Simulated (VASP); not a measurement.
Wanted: the native input for a VASP 6.6.1 run.

```
Task                   : relaxation of cell and atoms
Functional             : PBE
Potentials or basis    : VASP PAW PBE potentials, release 64 (Ca_sv, Fe, O)
Cutoff                 : 520 eV
k mesh                 : 4 × 4 × 2
Occupations            : gaussian, width 0.15 eV
Spin                   : collinear spin, ferromagnetic start
Starting moments       : [0.0, 0.0, 3.0, 0.0, 0.0, 0.0] μB
Further INCAR settings : PREC = Normal; ALGO = Fast; EDIFF = 0.0001; IBRION = 2; EDIFFG = -0.08; NSW = 24; ISIF = 3
```

The structure of Ca2FeO3 lies in POSCAR:

```
Ca2FeO3
1.0
    4.0529711300      0.0000000000      0.0000000000
   -2.0264855700      3.5099759600      0.0000000000
    0.0000000000      0.0000000000      6.9123872400
Ca Fe O
2 1 3
Direct
    0.6666666700      0.3333333300      0.7236512700
    0.6666666700      0.3333333300      0.2763487300
    0.0000000000      0.0000000000      0.5000000000
    0.3333333300      0.6666666700      0.8302553500
    0.3333333300      0.6666666700      0.1697446500
    0.3333333300      0.6666666700      0.5000000000
```

The cell was built by a generator and needn't be a form met in nature.

One way to write it, as run:

INCAR

```
SYSTEM = Ca2FeO3
PREC = Normal
ENCUT = 520
EDIFF = 1E-4
ISMEAR = 0
SIGMA = 0.15
LREAL = .False.
LASPH = .True.
NELM = 60
ALGO = Fast
ISIF = 3
LWAVE = .False.
LCHARG = .False.
ISPIN = 2
MAGMOM = 0 0 3 0 0 0
LORBIT = 11
LMAXMIX = 4
GGA = PE
IBRION = 2
NSW = 24
EDIFFG = -0.08
```

KPOINTS

```
regular mesh
0
Gamma
  4 4 2
  0 0 0
```

Potentials or basis: VASP PAW PBE potentials, release 64 (Ca_sv, Fe, O).

Run with:

```sh
$ cat potpaw_PBE.64/Ca_sv/POTCAR potpaw_PBE.64/Fe/POTCAR potpaw_PBE.64/O/POTCAR > POTCAR
$ mpirun -np 1 vasp_std > vasp.out
```

It gave:

| Item | Value |
| --- | --- |
| Relaxed volume | 17.18 Å³/atom |
| Relaxed cell | a = 3.616 Å, b = 3.616 Å, c = 9.103 Å, α = 90.00°, β = 90.00°, γ = 120.00° |
| Space group after relaxing (to 0.05 Å) | P-6m2 (No. 187) |
| Energy gained by relaxing | 819.7 meV/atom |
| Ionic steps | 13 |
| Pressure after relaxing | 0.2 GPa |
| Largest force after relaxing | 0.072 eV/Å |
| Band gap on the k mesh | none (metal or under the smearing width) |
| Net moment | 4.06 μB per cell |
| Site moments | Ca -0.00; Fe +3.48; O +0.08, +0.24 μB |
| Valence electrons inside the program's atomic spheres | Ca 8.35; Fe 6.60; O 5.05, 4.92 |

Caveat: the k mesh is coarse (spacing up to 0.45 Å⁻¹), so the values aren't converged; a cell with one magnetic atom can't hold antiferromagnetic order, which such compounds often take; semilocal functionals often make such compounds metallic where correlation or magnetic order opens a gap, which also shifts bond lengths; the relaxation stopped at a loose force limit of 0.08 eV/Å, so its end isn't a converged minimum.

Wall time 8.2 min on 1 thread of AMD EPYC 7R43 64-Core Processor (Zen 3), with other jobs on the host, peak memory 0.17 GiB.
